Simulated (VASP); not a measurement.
# Zr2CrN2 (P4/mbm) in VASP: relaxation of cell and atoms with PBE

Aim: the relaxation of cell and atoms of Zr2CrN2 with PBE.

Everything below comes from runs of VASP 6.6.1. Logs are shortened: lines on timing, memory, paths and dates and some standing lists are left out, and cuts for length are marked.

### Step 1. The structure

The structure is tetragonal, space group P4/mbm (No. 127). Conventional cell: a = 6.200 Å, b = 6.200 Å, c = 3.280 Å, α = 90.00°, β = 90.00°, γ = 90.00°. Around Zr (site symmetry m2m) lie 6 N at 2.42 to 2.53 Å. Cr (site symmetry 4/m) has 4 N at 2.51 Å and 8 Zr at 2.83 Å as nearest neighbours. N (site symmetry m2m) is surrounded by 1 N at 1.93 Å.

The cell was built by a generator and needn't be a form met in nature.

### Step 2. Relaxation of cell and atoms, PBE, collinear spin, ferromagnetic start

The input, INCAR:

```
PREC = Normal
ENCUT = 520
EDIFF = 1E-4
ISMEAR = 0
SIGMA = 0.15
LREAL = Auto
LASPH = True
NELM = 60
ALGO = Fast
ISIF = 3
LWAVE = False
LCHARG = False
ISPIN = 2
MAGMOM = 0 0 0 0 3 3 0 0 0 0
LORBIT = 11
LMAXMIX = 4
GGA = PE
IBRION = 2
NSW = 24
EDIFFG = -0.08
KPAR = 2
```

The input, KPOINTS:

```
regular mesh
0
Gamma
  3 3 4
```

The input, POSCAR:

```
Zr2CrN2
1.0
    6.2000000000      0.0000000000      0.0000000000
    0.0000000000      6.2000000000      0.0000000000
    0.0000000000      0.0000000000      3.2800000000
Zr Cr N
4 2 4
Direct
    0.1700000000      0.6700000000      0.5000000000
    0.8300000000      0.3300000000      0.5000000000
    0.3300000000      0.1700000000      0.5000000000
    0.6700000000      0.8300000000      0.5000000000
    0.0000000000      0.0000000000      0.0000000000
    0.5000000000      0.5000000000      0.0000000000
    0.1100000000      0.3900000000      0.0000000000
    0.8900000000      0.6100000000      0.0000000000
    0.3900000000      0.8900000000      0.0000000000
    0.6100000000      0.1100000000      0.0000000000
```

Potentials or basis: VASP PAW PBE potentials, release 64 (Zr_sv, Cr_pv, N).

Launch:

```sh
$ cat potpaw_PBE.64/Zr_sv/POTCAR potpaw_PBE.64/Cr_pv/POTCAR potpaw_PBE.64/N/POTCAR > POTCAR
$ mpirun -np 2 vasp_std > vasp.out
```

OUTCAR:

```text
PREC = Normal
   ENCUT = 520
   EDIFF = 1E-4
   ISMEAR = 0
   LREAL = Auto
   LASPH = True
   NELM = 60
   ISIF = 3
   ISPIN = 2
   LORBIT = 11
   GGA = PE
   IBRION = 2
   NSW = 24
   EDIFFG = -0.08

 ion  position               nearest neighbor table
   1  0.170  0.670  0.500-   7 2.42   8 2.42   7 2.42   8 2.42   9 2.53   9 2.53   6 2.83   6 2.83
                             5 2.83   5 2.83   2 2.98   3 3.25   4 3.25   3 3.25   4 3.25
   2  0.830  0.330  0.500-   7 2.42   8 2.42   7 2.42   8 2.42  10 2.53  10 2.53   6 2.83   6 2.83
                             5 2.83   5 2.83   1 2.98   3 3.25   4 3.25   4 3.25   3 3.25
   3  0.330  0.170  0.500-   9 2.42  10 2.42   9 2.42  10 2.42   7 2.53   7 2.53   6 2.83   6 2.83
                             5 2.83   5 2.83   4 2.98   2 3.25   1 3.25   1 3.25   2 3.25
   4  0.670  0.830  0.500-   9 2.42  10 2.42   9 2.42  10 2.42   8 2.53   8 2.53   6 2.83   6 2.83
                             5 2.83   5 2.83   3 2.98   2 3.25   1 3.25   2 3.25   1 3.25
   5  0.000  0.000  0.000-   1 2.83   2 2.83   3 2.83   4 2.83   1 2.83   2 2.83   3 2.83   4 2.83

   6  0.500  0.500  0.000-   1 2.83   2 2.83   3 2.83   4 2.83   1 2.83   2 2.83   3 2.83   4 2.83

   7  0.110  0.390  0.000-   1 2.42   2 2.42   1 2.42   2 2.42   3 2.53   3 2.53
   8  0.890  0.610  0.000-   1 2.42   2 2.42   1 2.42   2 2.42   4 2.53   4 2.53
   9  0.390  0.890  0.000-   3 2.42   4 2.42   3 2.42   4 2.42   1 2.53   1 2.53
  10  0.610  0.110  0.000-   3 2.42   4 2.42   3 2.42   4 2.42   2 2.53   2 2.53

  LATTYP: Found a simple tetragonal cell.
 ALAT       =     6.2000000000
 C/A-ratio  =     0.5290322581

  Lattice vectors:

 A1 = (   6.2000000000,   0.0000000000,   0.0000000000)
 A2 = (   0.0000000000,   6.2000000000,   0.0000000000)
 A3 = (   0.0000000000,   0.0000000000,   3.2800000000)

Analysis of symmetry for initial positions (statically):
=====================================================================
 Subroutine PRICEL returns:
 Original cell was already a primitive cell.

 Routine SETGRP: Setting up the symmetry group for a
 simple tetragonal supercell.

 Subroutine GETGRP returns: Found 16 space group operations
 (whereof  8 operations were pure point group operations)
 out of a pool of 16 trial point group operations.

The static configuration has the point symmetry C_4h.
 The point group associated with its full space group is D_4h.

Analysis of symmetry for dynamics (positions and initial velocities):
=====================================================================
 Subroutine PRICEL returns:
 Original cell was already a primitive cell.

 Routine SETGRP: Setting up the symmetry group for a
 simple tetragonal supercell.

 Subroutine GETGRP returns: Found 16 space group operations
 (whereof  8 operations were pure point group operations)
 out of a pool of 16 trial point group operations.

The dynamic configuration has the point symmetry C_4h.
 The point group associated with its full space group is D_4h.

Analysis of structural, dynamic, and magnetic symmetry:
=====================================================================
 Subroutine PRICEL returns:
 Original cell was already a primitive cell.

 Routine SETGRP: Setting up the symmetry group for a
 simple tetragonal supercell.

 Subroutine GETGRP returns: Found 16 space group operations
 (whereof  8 operations were pure point group operations)
 out of a pool of 16 trial point group operations.

The overall configuration has the point symmetry C_4h.
 The point group associated with its full space group is D_4h.

 Subroutine INISYM returns: Found 16 space group operations
 (whereof  8 operations are pure point group operations),
 and found     1 'primitive' translations

----------------------------------------------------------------------------------------

                                     Primitive cell

  volume of cell :     126.0832

  direct lattice vectors                    reciprocal lattice vectors
     6.200000000  0.000000000  0.000000000     0.161290323  0.000000000  0.000000000
     0.000000000  6.200000000  0.000000000     0.000000000  0.161290323  0.000000000
     0.000000000  0.000000000  3.280000000     0.000000000  0.000000000  0.304878049

  length of vectors
     6.200000000  6.200000000  3.280000000     0.161290323  0.161290323  0.304878049

  position of ions in fractional coordinates (direct lattice)
     0.170000000  0.670000000  0.500000000
     0.830000000  0.330000000  0.500000000
     0.330000000  0.170000000  0.500000000
     0.670000000  0.830000000  0.500000000
     0.000000000  0.000000000  0.000000000
     0.500000000  0.500000000  0.000000000
     0.110000000  0.390000000  0.000000000
     0.890000000  0.610000000  0.000000000
     0.390000000  0.890000000  0.000000000
     0.610000000  0.110000000  0.000000000

  ion indices of the primitive-cell ions
   primitive index   ion index
                 1           1
                 2           2
                 3           3
                 4           4
                 5           5
                 6           6
                 7           7
                 8           8
                 9           9
                10          10

----------------------------------------------------------------------------------------

 KPOINTS: regular mesh

Automatic generation of k-mesh.
 Grid dimensions read from file:
 generate k-points for:    3    3    4

 Generating k-lattice:

  Cartesian coordinates                     Fractional coordinates (reciprocal lattice)
     0.053763441  0.000000000  0.000000000     0.333333333  0.000000000  0.000000000
     0.000000000  0.053763441  0.000000000     0.000000000  0.333333333  0.000000000
     0.000000000  0.000000000  0.076219512     0.000000000  0.000000000  0.250000000

  Length of vectors
     0.053763441  0.053763441  0.076219512

  Shift w.r.t. Gamma in fractional coordinates (k-lattice)
     0.000000000  0.000000000  0.000000000

 Subroutine IBZKPT returns following result:
 ===========================================

 Found      9 irreducible k-points:

 Following reciprocal coordinates:
            Coordinates               Weight
  0.000000  0.000000  0.000000      1.000000
  0.333333  0.000000  0.000000      4.000000
  0.333333  0.333333  0.000000      4.000000
  0.000000  0.000000  0.250000      2.000000
  0.333333  0.000000  0.250000      8.000000
  0.333333  0.333333  0.250000      8.000000
  0.000000  0.000000  0.500000      1.000000
  0.333333  0.000000  0.500000      4.000000
  0.333333  0.333333  0.500000      4.000000
   k-points           NKPTS =      9   k-points in BZ     NKDIM =      9   number of bands    NBANDS=     58
   number of dos      NEDOS =    301   number of ions     NIONS =     10
   total plane-waves  NPLWV =  23328
   dimension x,y,z NGX =    36 NGY =   36 NGZ =   18
   dimension x,y,z NGXF=    72 NGYF=   72 NGZF=   36
   ions per type =               4   2   4
   NGX,Y,Z   is equivalent  to a cutoff of   9.65,  9.65,  9.12 a.u.
   NGXF,Y,Z  is equivalent  to a cutoff of  19.31, 19.31, 18.25 a.u.
 SYSTEM =  unknown system
   PREC   = normal    normal or accurate (medium, high low for compatibility)
   ISTART =      0    job   : 0-new  1-cont  2-samecut
   ICHARG =      2    charge: 1-file 2-atom 10-const
   ISPIN  =      2    spin polarized calculation?
   LNONCOLLINEAR =      F non collinear calculations
   LSORBIT =      F    spin-orbit coupling
   LASPH  =      T    aspherical Exc in radial PAW
   ENCUT  =  520.0 eV  38.22 Ry    6.18 a.u.  11.53 11.53  6.10*2*pi/ulx,y,z
   NELM   =     60;   NELMIN=  2; NELMDL= -5     # of ELM steps
   EDIFF  = 0.1E-03   stopping-criterion for ELM
   LREAL  =      T    real-space projection
   EDIFFG = -.8E-01   stopping-criterion for IOM
   NSW    =     24    number of steps for IOM
   IBRION =      2    ionic relax: 0-MD 1-quasi-New 2-CG
   NFREE  =      1    steps in history (QN), initial steepest desc. (CG)
   ISIF   =      3    stress and relaxation
   ISYM   =      2    0-nonsym 1-usesym 2-fastsym
   POTIM  = 0.5000    time-step for ionic-motion
   TEBEG  =    0.0;   TEEND  =   0.0 temperature during run
   PSTRESS=    0.0 pullay stress
   NELECT =      92.0000    total number of electrons
   NUPDOWN=      -1.0000    fix difference up-down
   EMIN   =  10.00;   EMAX   =-10.00  energy-range for DOS
   EFERMI =   0.00;   METHOD = LEGACY
   ISMEAR =     0;   SIGMA  =   0.15  broadening in eV -4-tet -1-fermi 0-gaus
   EFERMI_NEDOS =   21; number of points for ismear=-14 and -15
   IALGO  =     68    algorithm
   IMIX   =      4    mixing-type and parameters
     AMIX     =   0.40;   BMIX     =  1.00
     AMIX_MAG =   1.60;   BMIX_MAG =  1.00
  volume/ion in A,a.u.               =      12.61        85.09
  Fermi-wavevector in a.u.,A,eV,Ry     =   1.473845  2.785162 29.554819  2.172218
  Thomas-Fermi vector in A             =   2.588688
   LORBIT       =     11    0 simple, 1 ext, 2 COOP (PROOUT), +10 PAW based schemes
   GGA     = PE    functional components
   LHFCALC =     F    Hartree Fock is set to
   AEXX    =    0.0000 exact exchange contribution
   IVDW    =     0    specifies the selected vdW correction
   LEPSILON=     F    determine dielectric tensor
   LRPA    =     F    only Hartree local field effects (RPA)
 conjugate gradient relaxation of ions
 spin polarized calculation
 RMM-DIIS sequential band-by-band and
 Gauss-broadening in eV      SIGMA  =   0.15
  energy-cutoff  :      520.00
  volume of cell :      126.08
 maximum number of plane-waves:      3410
   NGX = 23   NGY = 23   NGZ = 13

--------------------------------------- Ionic step        1  -------------------------------------------

 number of electron      91.9999946 magnetization       0.3979059

 Free energy of the ion-electron system (eV)
  ---------------------------------------------------
  ext. energy  EPLUGINS =         0.00000000
  ---------------------------------------------------
  free energy    TOTEN  =       -89.43190604 eV

  energy without entropy =      -89.36402660  energy(sigma->0) =      -89.39796632

------------------------ aborting loop because EDIFF is reached ----------------------------------------

  FORCE on cell =-STRESS in cart. coord.  units (eV):
  Direction    XX          YY          ZZ          XY          YZ          ZX
  --------------------------------------------------------------------------------------
  -------------------------------------------------------------------------------------
  Total       -1.2120198     -1.2120198    -16.7404576      0.0000000      0.0000000     -0.0000000
  in kB      -15.4015025    -15.4015025   -212.7260544      0.0000000      0.0000000     -0.0000000
  external PRESSURE =     -81.1763532 kB  Pullay stress =       0.0000000 kB
[... 301 lines left out ...]
  energy  without entropy=      -94.6144478674  energy(sigma->0) =      -94.62460236

--------------------------------------- Ionic step        8  -------------------------------------------

 number of electron      91.9999944 magnetization       0.0000116

 Free energy of the ion-electron system (eV)
  ---------------------------------------------------
  ext. energy  EPLUGINS =         0.00000000
  ---------------------------------------------------
  free energy    TOTEN  =       -94.63715407 eV

  energy without entropy =      -94.61451536  energy(sigma->0) =      -94.62583471

 E-fermi :  11.6585     XC(G=0): -12.8504

 val. band max:       11.5743654173   @ k =   0.3333   0.0000   0.0000
 cond. band min:      11.7435769182   @ k =   0.3333   0.3333   0.0000
 fundamental gap:      0.1692115009
 Fermi energy:        11.6584894082

 spin component 1

 k-point     1 :       0.0000    0.0000    0.0000
  band No.  band energies     occupation
      1     -37.4016      1.00000
      2     -37.3105      1.00000
      3     -37.2568      1.00000
      4     -37.2568      1.00000
      5     -31.1502      1.00000
      6     -31.1502      1.00000
[... 538 lines left out ...]
     57      15.3706      0.00000
     58      15.3948      0.00000
 Fermi energy:        11.6584894082

 spin component 2

 k-point     1 :       0.0000    0.0000    0.0000
  band No.  band energies     occupation
      1     -37.4016      1.00000
      2     -37.3105      1.00000
      3     -37.2568      1.00000
      4     -37.2568      1.00000
      5     -31.1502      1.00000
      6     -31.1502      1.00000
[... 575 lines left out ...]
  FREE ENERGIE OF THE ION-ELECTRON SYSTEM (eV)
  ---------------------------------------------------
  free  energy   TOTEN  =       -94.6371540666 eV

  energy  without entropy=      -94.6145153599  energy(sigma->0) =      -94.62583471

 reached required accuracy - stopping structural energy minimisation

 total charge

# of ion       s       p       d       tot
------------------------------------------
    1        2.175   6.021   1.756   9.952
    2        2.175   6.021   1.756   9.952
    3        2.175   6.021   1.756   9.952
    4        2.175   6.021   1.756   9.952
    5        0.310   6.267   4.342  10.919
    6        0.310   6.267   4.342  10.919
    7        1.239   2.416   0.000   3.655
    8        1.239   2.416   0.000   3.655
    9        1.239   2.416   0.000   3.655
   10        1.239   2.416   0.000   3.655
--------------------------------------------------
tot         14.279  46.281  15.707  76.267

 magnetization (x)

# of ion       s       p       d       tot
------------------------------------------
    1       -0.000  -0.000  -0.000  -0.000
    2       -0.000  -0.000  -0.000  -0.000
    3       -0.000  -0.000  -0.000  -0.000
    4       -0.000  -0.000  -0.000  -0.000
    5       -0.000   0.000   0.000   0.000
    6       -0.000   0.000   0.000   0.000
    7        0.000  -0.000   0.000  -0.000
    8        0.000  -0.000   0.000  -0.000
    9        0.000  -0.000   0.000  -0.000
   10        0.000  -0.000   0.000  -0.000
--------------------------------------------------
tot         -0.000  -0.000  -0.000  -0.000
```

Wall time 3.4 min (2 MPI ranks of Intel Xeon Platinum 8488C (Sapphire Rapids), shared host); peak memory 0.24 GiB.

What came out:

```
Free energy                                           : -94.6372 eV
Relaxed volume                                        : 11.77 Å³/atom
Relaxed cell                                          : a = 6.134 Å, b = 6.134 Å, c = 3.128 Å, α = 90.00°, β = 90.00°, γ = 90.00°
Space group after relaxing (to 0.05 Å)                : P4/mbm (No. 127)
Energy gained by relaxing                             : 520.5 meV/atom
Ionic steps                                           : 8
Pressure after relaxing                               : -0.5 GPa
Largest force after relaxing                          : 0.046 eV/Å
Band gap on the k mesh                                : none (metal or under the smearing width)
Net moment                                            : 0.00 μB per cell
Valence electrons inside the program's atomic spheres : Zr 9.95; Cr 10.92; N 3.65
```

Forces in eV/Å, atoms in the order of the input:
```
Zr   0.032  0.032  0.000
Zr  -0.032 -0.032  0.000
Zr  -0.032  0.032  0.000
Zr   0.032 -0.032  0.000
Cr   0.000  0.000  0.000
Cr   0.000  0.000  0.000
N    0.000  0.000  0.000
N    0.000  0.000  0.000
N    0.000  0.000  0.000
N    0.000  0.000  0.000
```

The path:
```csv
step,energy change (eV),largest force (eV/Å),pressure (GPa),volume (Å³)
1,0.0000,5.1688,-8.12,126.08
2,-4.3239,1.8561,7.10,114.55
3,-4.3541,1.4001,9.74,113.57
4,-5.0728,0.1145,-7.58,122.23
5,-5.1106,0.3865,-5.24,120.53
6,-5.1637,0.2333,3.92,115.66
7,-5.2029,0.1656,0.20,117.56
8,-5.2052,0.0458,-0.50,117.67
```

Final structure:
```
CELL_PARAMETERS angstrom
6.13361 0.00000 0.00000
0.00000 6.13361 0.00000
0.00000 0.00000 3.12777
ATOMIC_POSITIONS crystal
Zr 0.16273 0.66273 0.50000
Zr 0.83727 0.33727 0.50000
Zr 0.33727 0.16273 0.50000
Zr 0.66273 0.83727 0.50000
Cr 0.00000 0.00000 0.00000
Cr 0.50000 0.50000 0.00000
N 0.15608 0.34392 0.00000
N 0.84392 0.65608 0.00000
N 0.34392 0.84392 0.00000
N 0.65608 0.15608 0.00000
```

Caveat: the k mesh is coarse (spacing up to 0.48 Å⁻¹), so the values aren't converged; the starting moments collapsed, and a magnetic state may lie lower; the relaxation stopped at a loose force limit of 0.08 eV/Å, so its end isn't a converged minimum. With open d or f shells a metallic result of PBE can be an artefact of self-interaction; +U or a hybrid may open a gap.
